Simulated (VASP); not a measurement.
Given:

```
CELL_PARAMETERS angstrom
      4.64844     0.00000     0.00000
      0.00000     4.64844     0.00000
      0.00000     0.00000     3.07241
ATOMIC_POSITIONS crystal
  Mg 0.00000 0.00000 0.00000
  Mg 0.50000 0.50000 0.50000
  F  0.30281 0.30281 0.00000
  F  0.80281 0.19719 0.50000
  F  0.19719 0.80281 0.50000
  F  0.69719 0.69719 0.00000
```

Calculation: vdW-DF-cx, VASP's PBE PAW potentials (set 64) (plane waves; VASP). Run with 520 eV cut-off, Gaussian smearing of 0.050 eV, potentials Mg F.

Give the energies of bands 5 to 18 at the high-symmetry points, in eV from the valence-band maximum.

```
band      Γ      X      M      Z      R      A
----  -----  -----  -----  -----  -----  -----
5     -3.99  -3.25  -3.04  -2.91  -3.10  -3.68
6     -2.43  -3.25  -3.04  -2.91  -3.10  -3.68
7     -2.05  -1.73  -2.06  -2.41  -2.90  -2.96
8     -2.05  -1.73  -2.06  -2.41  -2.90  -2.96
9     -1.88  -1.56  -1.28  -2.18  -2.02  -1.44
10    -1.83  -1.56  -1.28  -2.18  -2.02  -1.44
11    -1.20  -1.35  -1.25  -1.41  -1.33  -1.38
12    -1.20  -1.35  -1.25  -1.41  -1.33  -1.38
13    -0.72  -0.96  -0.94  -1.12  -0.72  -0.60
14    -0.32  -0.96  -0.94  -1.12  -0.72  -0.60
15    -0.32  -0.37  -0.76  -0.83  -0.65  -0.47
16     0.00  -0.37  -0.76  -0.83  -0.65  -0.47
17     7.13   9.50  11.19  11.80  12.71  13.27
18    12.22   9.50  11.19  11.80  12.71  13.27
```

The gap is direct, 7.13 eV, from the valence maximum at Γ to the conduction minimum at Γ.

Measured: gap 12.40 eV (computed value off by -5.27 eV), as given by Andrés Aguado et al., Journal of the Physical Society of Japan (1999), arXiv:cond-mat/9901145.

The compound is MgF2 in the rutile structure. It was relaxed first.
